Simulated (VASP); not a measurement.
A cell of AlN (wurtzite) near equilibrium:

```
CELL_PARAMETERS angstrom
      1.55285    -2.68961     0.00000
      1.55285     2.68961     0.00000
      0.00000     0.00000     4.97388
ATOMIC_POSITIONS crystal
  Al 0.66667 0.33333 0.50007
  Al 0.33333 0.66667 0.00007
  N  0.66667 0.33333 0.88193
  N  0.33333 0.66667 0.38193
```

All values below come from r2SCAN meta-GGA, VASP's PBE PAW potentials (set 64) (plane waves; VASP).

```tsv
run	ΔE (meV/atom)	σxx	σyy	σzz	largest shear component, with its sign (GPa)
as it is	0.0	-0.02	-0.02	0.06	0.00
after one change	1.6	-0.01	-0.11	0.17	-2.48
```
Stress is in GPa, positive when the cell is compressed.

Question: What was changed between the two runs?
A) shear strain γ_yz = +2.0 % with the ions relaxed
B) isotropic strain of -2.0 %
C) uniaxial strain of +0.5 % along y with the ions relaxed
D) isotropic strain of +1.0 %

Answer: A, shear strain γ_yz = +2.0 % with the ions relaxed

The compound is AlN in the wurtzite structure.
